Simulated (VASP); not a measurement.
A run of VASP 6.6.1:

Contents of INCAR:

```
ALGO     = Normal         # electronic algorithm
EDIFF    = 1E-6           # SCF threshold, eV
ENCUT    = 520            # plane-wave cutoff, eV
GGA      = CA             # functional
ISIF     = 2              # what is computed and relaxed
ISMEAR   = -1             # smearing method
LASPH    = T              # aspherical terms in the spheres
LCHARG   = T              # write CHGCAR
LELF     = T              # ELF
LREAL    = F              # projectors in reciprocal space
LVHAR    = T            
LWAVE    = F              # write WAVECAR
NBANDS   = 19             # bands
NELM     = 100            # most SCF steps
PREC     = Accurate       # precision mode
SIGMA    = 0.1            # smearing width, eV
```

File KPOINTS:

```
k-points
0
Gamma
  7 7 6
```

File POSCAR:

```
ZrTi
1.0
    3.1829155044      0.0000000000      0.0000000000
    0.0000000000      3.1829155044      0.0000000000
    0.0000000000      0.0000000000      4.2935123330
Zr Ti
1 1
Direct
    0.5000000000      0.5000000000      0.5000000000
    0.0000000000      0.0000000000      0.0000000000
```

Potentials or basis: VASP PAW LDA potentials, release 64 (Zr_sv, Ti_sv).

Run with:

```bash
$ cat potpaw_LDA.64/Zr_sv/POTCAR potpaw_LDA.64/Ti_sv/POTCAR > POTCAR
$ mpirun -np 1 vasp_std > vasp.out
```

Hardware: 1 thread of Intel(R) Xeon(R) Platinum 8488C (Sapphire Rapids), with other jobs on the host.

Question: Estimate the wall time of this run.

Answer: Wall time 15 s on 1 thread of Intel(R) Xeon(R) Platinum 8488C (Sapphire Rapids), on a shared host, peak memory 0.15 GiB. Counts: scf iterations 15, k points 40.
